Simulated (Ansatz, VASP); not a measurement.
Ta3AsAu2O13 in VASP and in Ansatz

```
CELL_PARAMETERS angstrom
6.80067 -1.92163 -0.02621
6.80067 1.92163 -0.02621
-1.72225 0.00000 10.37288
ATOMIC_POSITIONS crystal
Ta 0.29832 0.29832 0.63042
Ta 0.35838 0.35838 0.00386
Ta 0.64153 0.64153 0.99841
As 0.70210 0.70210 0.36249
Au 0.60176 0.60176 0.63181
Au 0.39989 0.39989 0.36577
O 0.34257 0.34257 0.80557
O 0.41638 0.41638 0.55635
O 0.78159 0.78159 0.59389
O 0.65958 0.65958 0.20071
O 0.59095 0.59095 0.43486
O 0.21897 0.21897 0.41156
O 0.61546 0.61546 0.82214
O 0.14400 0.14400 0.64097
O 0.38300 0.38300 0.17947
O 0.84498 0.84498 0.35825
O 0.50050 0.50050 0.00258
O 0.81269 0.81269 0.99232
O 0.18737 0.18737 0.00856
```

The cell was built by a generator and needn't be a form met in nature.

Alike in both runs: functional PBE; k mesh 7 × 7 × 3; occupations fermi-dirac, width 0.05 eV; no spin polarisation.

|  | VASP | Ansatz |
| --- | --- | --- |
| version | VASP 6.6.1 | Ansatz 0.2.0 |
| potentials or method | VASP PAW PBE potentials, release 64 (Ta_pv, As, Au, O) | PseudoDojo standard (PBE files) |
| plane-wave cutoff (eV) | 520 | 1143 |
| valence electrons in the cell | 138 | 170 |
| task | electric field gradients | single point |

Ansatz gave:

| Item | Value |
| --- | --- |
| gap on the k mesh at the Fermi level (eV) | none |
| pressure (GPa) | -0.7 |
| largest component of the traceless stress (GPa) | 0.22 |
| rms of the force components (eV/Å) | 0.040 |

Q: Estimate VASP's values.

A: gap on the k mesh at the Fermi level (eV): none; pressure (GPa): 0.7; largest component of the traceless stress (GPa): 0.40; rms of the force components (eV/Å): 0.077.

Atom by atom the forces differ by 0.102 eV/Å (rms over components). A gap of «none» marks a metal or a gap that the smearing closes. The two sets of potentials don't hold the same shells in valence.

Spin-orbit coupling is left out, which matters for the levels of Au, Ta.
